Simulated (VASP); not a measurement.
```xyz
1
Lattice="0.0000 2.0480 2.0480 2.0480 0.0000 2.0480 2.0480 2.0480 0.0000" Properties=species:S:1:pos:R:3 pbc="T T T"
Al     0.0000     0.0000     0.0000
```

Computed with PBE GGA, VASP's PBE PAW potentials (set 64) (plane waves; VASP). Run with 480 eV cut-off, 14×14×14 Γ-centred mesh, first-order Methfessel-Paxton smearing of 0.10 eV, potentials Al.

**Question.** Give the stress tensor in GPa (positive for a compressed cell).

**Answer.** 
```
-3.17   0.00   0.00
 0.00  -3.17   0.00
 0.00   0.00  -3.17
```
The pressure is its mean diagonal, -3.17 GPa.

The compound is Al in the fcc structure. This cell was strained or had an atom moved on purpose.
